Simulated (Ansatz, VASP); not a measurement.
## TeAu4: VASP beside Ansatz

The input INCAR:

```
SYSTEM = TeAu4
PREC = Accurate ; ENCUT = 520
EDIFF = 1E-7 ; ISMEAR = 0
SIGMA = 0.1 ; LREAL = .FALSE.
LASPH = .TRUE. ; NELM = 100
ALGO = Normal ; ISIF = 2
LWAVE = .FALSE. ; LCHARG = .FALSE.
GGA = PE ; NBANDS = 33
```

The input KPOINTS:

```
regular mesh
0
G
  4 4 4
  0 0 0
```

File POSCAR:

```
TeAu4
1.0
    4.7543540700      0.0000000000      0.0000000000
    0.0000000000      4.7543540700      0.0000000000
    0.0000000000      0.0000000000      4.7543540700
Te Au
1 4
Direct
    0.0000000000      0.0000000000      0.0000000000
    0.5000000000      0.5000000000      0.5000000000
    0.0000000000      0.5000000000      0.5000000000
    0.5000000000      0.0000000000      0.5000000000
    0.5000000000      0.5000000000      0.0000000000
```

Input for Ansatz:

```yaml
crystal:
  lattice:
    - [4.75435407, 0.0, 0.0]
    - [0.0, 4.75435407, 0.0]
    - [0.0, 0.0, 4.75435407]
  atoms:
    - { symbol: Te, position: [0.0, 0.0, 0.0] }
    - { symbol: Au, position: [0.5, 0.5, 0.5] }
    - { symbol: Au, position: [0.0, 0.5, 0.5] }
    - { symbol: Au, position: [0.5, 0.0, 0.5] }
    - { symbol: Au, position: [0.5, 0.5, 0.0] }
basis:
  ecutwfc: 420
kpoints:
  mp_grid: { grid: [4, 4, 4] }
hamiltonian:
  xc: pbe
scf:
  occupations: { method: gaussian, width: 0.1 }
  lower_state_search: "off"
output:
  forces: true
  stress: true
  eigenvalues: true
```

Change from the starting cell: species swapped into the Mn4N type (Pm-3m, No. 221).

Alike in both runs: task single point; functional PBE; k mesh 4 × 4 × 4; occupations gaussian, width 0.1 eV; no spin polarisation.

```csv
,VASP,Ansatz
version,VASP 6.6.1,Ansatz 0.2.0
potentials or method,"VASP PAW PBE potentials, release 64 (Te, Au)","scalar-relativistic, plane waves, PAW"
plane-wave cutoff (eV),520,420
valence electrons in the cell,50,92
```

Ansatz gave:

```
gap on the k mesh at the Fermi level (eV) : none
pressure (GPa)                            : 26.4
```

Task: What did VASP give for the same quantities?

Result: gap on the k mesh at the Fermi level (eV): none; pressure (GPa): 26.1.

A gap of «none» marks a metal or a gap that the smearing closes. The functional is the same, so the differences come from potentials, cutoffs and numerics. The two sets of potentials don't hold the same shells in valence.

Caveats: so large a pressure means that the cell lies far from this level's equilibrium, or that cutoff or potentials fall short (VASP). The runs have no spin-orbit coupling, so splittings on Au, Te are missing.
